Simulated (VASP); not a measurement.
```yaml
crystal:
  lattice:
    - [0.00000, 2.16870, 2.16870]
    - [2.16870, 0.00000, 2.16870]
    - [2.16870, 2.16870, 0.00000]
  atoms:
    - { symbol: Au, position: [0.00000, 0.00000, 0.00000] }
```

These are vdW-DF2, VASP's PBE PAW potentials (set 64) (plane waves; VASP 6.6.1) values and carry that method's errors. Numerical set-up: 520 eV cut-off, 13×13×13 Γ-centred mesh, first-order Methfessel-Paxton smearing of 0.10 eV, potentials Au.

Unless said otherwise, spin-orbit coupling is left out, though it shifts the bands of the heavy elements here.

Predict the energy per atom (σ→0), band gap (on the k-mesh) with the smallest direct gap where there is one.

```json
{
  "band gap (on the k-mesh)": "none (metal, semimetal or under 0.01 eV)",
  "energy per atom (σ→0)": "-0.115 eV/atom"
}
```

Only differences to runs with the same potentials and settings are physical.

The compound is Au in the fcc structure. It was relaxed first, which changed the volume by +20 %. The start is the result of an earlier pass.
